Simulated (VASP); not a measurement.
Calculation: PBE GGA, VASP's PBE PAW potentials (set 64) (plane waves; VASP).

Input for VASP

### POSCAR
```
ZnO
1
    1.6250000000    -2.8145830000     0.0000000000
    1.6250000000     2.8145830000     0.0000000000
    0.0000000000     0.0000000000     5.2100000000
Zn O
2 2
Direct
  0.6666670000   0.3333330000   0.5000000000
  0.3333330000   0.6666670000   0.0000000000
  0.6666670000   0.3333330000   0.8820000000
  0.3333330000   0.6666670000   0.3820000000
```

### INCAR
```
! general
SYSTEM  = ZnO
PREC    = Accurate
ENCUT   = 520
LREAL   = .FALSE.
LASPH   = .TRUE.

! electronic loop
EDIFF   = 1E-6
NELM    = 100
ALGO    = Normal
LMAXMIX = 4

! smearing
ISMEAR  = 0
SIGMA   = 0.05

! functional
GGA     = PE

! ions
IBRION  = 2
NSW     = 60
ISIF    = 3
EDIFFG  = -0.01

! output
LWAVE   = .FALSE.
LCHARG  = .FALSE.
```

KPOINTS:
```
Automatic mesh
0
Gamma
8 8 5
0 0 0
```

POTCAR, in this order: Zn O (PBE.64 set). Program: vasp_std.

Output

### OUTCAR
```
 ion  position               nearest neighbor table
   1  0.667  0.333  0.500-   4 1.97   4 1.97   4 1.97   3 1.99
   2  0.333  0.667  0.000-   3 1.97   3 1.97   3 1.97   4 1.99
   3  0.667  0.333  0.882-   2 1.97   2 1.97   2 1.97   1 1.99
   4  0.333  0.667  0.382-   1 1.97   1 1.97   1 1.97   2 1.99
  LATTYP: Found a hexagonal cell.
 ALAT       =     3.2500003791
 C/A-ratio  =     1.6030767361
 Subroutine PRICEL returns:
 Original cell was already a primitive cell.
 Subroutine GETGRP returns: Found 12 space group operations
The static configuration has the point symmetry C_3v.
 The point group associated with its full space group is C_6v.
The dynamic configuration has the point symmetry C_3v.
 Subroutine INISYM returns: Found 12 space group operations
 Subroutine IBZKPT returns following result:
 Found     30 irreducible k-points:

 Following reciprocal coordinates:
            Coordinates               Weight
  0.000000  0.000000  0.000000      1.000000
  0.125000  0.000000  0.000000      6.000000
  0.250000  0.000000  0.000000      6.000000
  0.375000  0.000000  0.000000      6.000000
  0.500000  0.000000  0.000000      3.000000
  0.125000  0.125000  0.000000      6.000000
  0.250000  0.125000  0.000000     12.000000
  0.375000  0.125000  0.000000     12.000000
  0.250000  0.250000  0.000000      6.000000
  0.375000  0.250000  0.000000      6.000000
  0.000000  0.000000  0.200000      2.000000
  0.125000  0.000000  0.200000     12.000000
  0.250000  0.000000  0.200000     12.000000
  0.375000  0.000000  0.200000     12.000000
  0.500000  0.000000  0.200000      6.000000
  0.125000  0.125000  0.200000     12.000000
  0.250000  0.125000  0.200000     24.000000
  0.375000  0.125000  0.200000     24.000000
  0.250000  0.250000  0.200000     12.000000
  0.375000  0.250000  0.200000     12.000000
...
```

### OSZICAR
```
       N       E                     dE             d eps       ncg     rms          rms(c)
DAV:   1     0.291693222304E+03    0.29169E+03   -0.19035E+04  1328   0.239E+03
DAV:   2     0.889874653387E+01   -0.28279E+03   -0.27209E+03  1440   0.443E+02
DAV:   3    -0.205128740773E+02   -0.29412E+02   -0.29221E+02  1542   0.154E+02
DAV:   4    -0.210622377785E+02   -0.54936E+00   -0.54881E+00  1458   0.221E+01
DAV:   5    -0.210666239363E+02   -0.43862E-02   -0.43859E-02  1560   0.191E+00    0.151E+01
DAV:   6    -0.176848294381E+02    0.33818E+01   -0.11809E+01  2264   0.727E+01    0.928E+00
DAV:   7    -0.178590013058E+02   -0.17417E+00   -0.26630E+00  1396   0.196E+01    0.552E+00
DAV:   8    -0.178840285356E+02   -0.25027E-01   -0.80143E-01  1992   0.913E+00    0.181E+00
DAV:   9    -0.178212108962E+02    0.62818E-01   -0.18595E-01  2104   0.792E+00    0.335E-01
DAV:  10    -0.178248851344E+02   -0.36742E-02   -0.56243E-02  1332   0.175E+00    0.157E-01
DAV:  11    -0.178248084802E+02    0.76654E-04   -0.17250E-03  1944   0.644E-01    0.393E-02
DAV:  12    -0.178248688659E+02   -0.60386E-04   -0.20772E-04  1862   0.326E-01    0.343E-02
DAV:  13    -0.178248633967E+02    0.54693E-05   -0.41125E-05  1712   0.147E-01    0.124E-02
DAV:  14    -0.178248643451E+02   -0.94844E-06   -0.17213E-05  1488   0.386E-02    0.508E-03
DAV:  15    -0.178248637661E+02    0.57905E-06   -0.16918E-06   988   0.118E-02
   1 F= -.17824864E+02 E0= -.17824864E+02  d E =-.178249E+02
       N       E                     dE             d eps       ncg     rms          rms(c)
DAV:   1    -0.192961031707E+02   -0.14712E+01   -0.22799E+01  1512   0.983E+01    0.872E+00
DAV:   2    -0.180175588565E+02    0.12785E+01   -0.44089E+00  1736   0.390E+01    0.333E+00
DAV:   3    -0.178942989080E+02    0.12326E+00   -0.15272E-01  1696   0.123E+01    0.194E+00
DAV:   4    -0.178501795800E+02    0.44119E-01   -0.68487E-02  2016   0.390E+00    0.253E-01
DAV:   5    -0.178499312261E+02    0.24835E-03   -0.12500E-02  1386   0.109E+00    0.695E-02
DAV:   6    -0.178499337402E+02   -0.25141E-05   -0.28627E-04  1744   0.425E-01    0.309E-02
DAV:   7    -0.178499554431E+02   -0.21703E-04   -0.88134E-05  1956   0.144E-01    0.150E-02
DAV:   8    -0.178499546875E+02    0.75557E-06   -0.29564E-05  1462   0.108E-01    0.257E-03
DAV:   9    -0.178499548444E+02   -0.15687E-06   -0.91726E-07   756   0.198E-02
   2 F= -.17849955E+02 E0= -.17849955E+02  d E =-.250911E-01
       N       E                     dE             d eps       ncg     rms          rms(c)
DAV:   1    -0.180453411118E+02   -0.19539E+00   -0.27519E+00  1574   0.325E+01    0.317E+00
DAV:   2    -0.178779401564E+02    0.16740E+00   -0.66808E-01  1584   0.176E+01    0.110E+00
DAV:   3    -0.178644870771E+02    0.13453E-01   -0.13603E-02  1856   0.271E+00    0.613E-01
DAV:   4    -0.178591267304E+02    0.53603E-02   -0.74902E-03  2022   0.134E+00    0.799E-02
DAV:   5    -0.178591214504E+02    0.52799E-05   -0.15476E-03  1438   0.408E-01    0.257E-02
DAV:   6    -0.178591244567E+02   -0.30063E-05   -0.62094E-05  1554   0.205E-01    0.126E-02
DAV:   7    -0.178591261910E+02   -0.17343E-05   -0.17353E-05  1916   0.476E-02    0.523E-03
DAV:   8    -0.178591258659E+02    0.32518E-06   -0.42729E-06  1288   0.330E-02
   3 F= -.17859126E+02 E0= -.17859126E+02  d E =-.342621E-01
       N       E                     dE             d eps       ncg     rms          rms(c)
DAV:   1    -0.178593626272E+02   -0.23644E-03   -0.37989E-03  1580   0.122E+00    0.117E-01
DAV:   2    -0.178591355077E+02    0.22712E-03   -0.87909E-04  1678   0.631E-01    0.418E-02
DAV:   3    -0.178591157173E+02    0.19790E-04   -0.14847E-05  1740   0.120E-01    0.235E-02
DAV:   4    -0.178591085564E+02    0.71610E-05   -0.86823E-06  1980   0.483E-02    0.215E-03
DAV:   5    -0.178591086703E+02   -0.11395E-06   -0.19937E-06   890   0.134E-02
   4 F= -.17859109E+02 E0= -.17859109E+02  d E =-.342449E-01
       N       E                     dE             d eps       ncg     rms          rms(c)
DAV:   1    -0.178596038135E+02   -0.49526E-03   -0.33298E-02  1320   0.150E+00    0.124E-01
DAV:   2    -0.178594284377E+02    0.17538E-03   -0.62177E-04  1584   0.405E-01    0.744E-02
DAV:   3    -0.178593085777E+02    0.11986E-03   -0.10814E-04  1896   0.179E-01    0.762E-03
DAV:   4    -0.178593109640E+02   -0.23864E-05   -0.28771E-05  1344   0.496E-02    0.447E-03
DAV:   5    -0.178593110341E+02   -0.70017E-07   -0.65783E-07   690   0.886E-03
   5 F= -.17859311E+02 E0= -.17859311E+02  d E =-.202364E-03
       N       E                     dE             d eps       ncg     rms          rms(c)
DAV:   1    -0.178622805269E+02   -0.29696E-02   -0.29954E-01  1320   0.450E+00    0.372E-01
DAV:   2    -0.178606970649E+02    0.15835E-02   -0.55713E-03  1566   0.121E+00    0.223E-01
DAV:   3    -0.178596249328E+02    0.10721E-02   -0.97362E-04  1896   0.540E-01    0.232E-02
DAV:   4    -0.178596461937E+02   -0.21261E-04   -0.26097E-04  1332   0.151E-01    0.134E-02
DAV:   5    -0.178596468426E+02   -0.64886E-06   -0.70216E-06  1464   0.270E-02
   6 F= -.17859647E+02 E0= -.17859647E+02  d E =-.538172E-03
       N       E                     dE             d eps       ncg     rms          rms(c)
DAV:   1    -0.178600790945E+02   -0.43290E-03   -0.47164E-02  1320   0.178E+00    0.147E-01
DAV:   2    -0.178598300615E+02    0.24903E-03   -0.85898E-04  1566   0.474E-01    0.882E-02
DAV:   3    -0.178596619169E+02    0.16814E-03   -0.15276E-04  1896   0.214E-01    0.909E-03
DAV:   4    -0.178596653494E+02   -0.34325E-05   -0.41093E-05  1332   0.593E-02    0.533E-03
DAV:   5    -0.178596654501E+02   -0.10073E-06   -0.92984E-07   714   0.103E-02
   7 F= -.17859665E+02 E0= -.17859665E+02  d E =-.556780E-03
       N       E                     dE             d eps       ncg     rms          rms(c)
DAV:   1    -0.178615125583E+02   -0.18472E-02   -0.15331E-01  1548   0.463E+00    0.366E-01
DAV:   2    -0.178598960406E+02    0.16165E-02   -0.13757E-02  1740   0.194E+00    0.130E-01
DAV:   3    -0.178597141014E+02    0.18194E-03   -0.21515E-04  1990   0.405E-01    0.787E-02
DAV:   4    -0.178596413176E+02    0.72784E-04   -0.15534E-04  1736   0.139E-01    0.163E-02
DAV:   5    -0.178596393647E+02    0.19530E-05   -0.22652E-05  1380   0.493E-02    0.521E-03
DAV:   6    -0.178596394556E+02   -0.90931E-07   -0.89730E-07   702   0.396E-02
   8 F= -.17859639E+02 E0= -.17859639E+02  d E =0.259946E-04
       N       E                     dE             d eps       ncg     rms          rms(c)
DAV:   1    -0.178603026401E+02   -0.66328E-03   -0.47165E-02  1560   0.256E+00    0.204E-01
DAV:   2    -0.178597998818E+02    0.50276E-03   -0.43128E-03  1738   0.110E+00    0.723E-02
DAV:   3    -0.178597434896E+02    0.56392E-04   -0.69062E-05  2018   0.221E-01    0.436E-02
DAV:   4    -0.178597221356E+02    0.21354E-04   -0.48119E-05  1682   0.773E-02    0.912E-03
DAV:   5    -0.178597216813E+02    0.45430E-06   -0.71273E-06  1404   0.275E-02
   9 F= -.17859722E+02 E0= -.17859722E+02  d E =-.562312E-04
       N       E                     dE             d eps       ncg     rms          rms(c)
DAV:   1    -0.178597314071E+02   -0.92715E-05   -0.93549E-04  1474   0.345E-01    0.294E-02
DAV:   2    -0.178597209454E+02    0.10462E-04   -0.81717E-05  1732   0.150E-01    0.101E-02
DAV:   3    -0.178597196945E+02    0.12509E-05   -0.93998E-07   762   0.319E-02    0.615E-03
DAV:   4    -0.178597193766E+02    0.31794E-06   -0.16640E-06   668   0.141E-02
  10 F= -.17859719E+02 E0= -.17859719E+02  d E =-.539265E-04
```

**OUTCAR**
```
------------------------ aborting loop because EDIFF is reached ----------------------------------------
  FORCE on cell =-STRESS in cart. coord.  units (eV):
  Direction    XX          YY          ZZ          XY          YZ          ZX
  --------------------------------------------------------------------------------------
  Total        0.0045366      0.0045366     -0.0331016      0.0000000     -0.0000000      0.0000000
  in kB        0.1464467      0.1464467     -1.0685659      0.0000000     -0.0000000      0.0000000
  external PRESSURE =      -0.2585575 kB  Pullay stress =       0.0000000 kB
  volume of cell :       49.63
      direct lattice vectors                 reciprocal lattice vectors
     1.643086718 -2.845910130 -0.000000000     0.304305302 -0.175690720  0.000000000
     1.643086718  2.845910130  0.000000000     0.304305302  0.175690720 -0.000000000
     0.000000000  0.000000000  5.306965722     0.000000000 -0.000000000  0.188431592
  FREE ENERGIE OF THE ION-ELECTRON SYSTEM (eV)
  ---------------------------------------------------
  free  energy   TOTEN  =       -17.8597193766 eV

  energy  without entropy=      -17.8597193766  energy(sigma->0) =      -17.85971938

 reached required accuracy - stopping structural energy minimisation
```
(Selected blocks of OUTCAR.)

**CONTCAR**
```
ZnO
   1.00000000000000
     1.6430867183368469   -2.8459101296741474   -0.0000000000000000
     1.6430867183368469    2.8459101296741474    0.0000000000000000
     0.0000000000000000    0.0000000000000000    5.3069657217764608
  Zn              O
     2     2
Direct
     0.6666669999999968    0.3333330000000032    0.5014449355966675
     0.3333330000000032    0.6666669999999968    0.0014449355966676
     0.6666669999999968    0.3333330000000032    0.8805550644033304
     0.3333330000000032    0.6666669999999968    0.3805550644033303
```

Energy and stress use the plane-wave basis of the starting cell.

The compound is ZnO in the wurtzite structure. This run relaxes it. Symmetry was kept, so distortions that lower it aren't found.
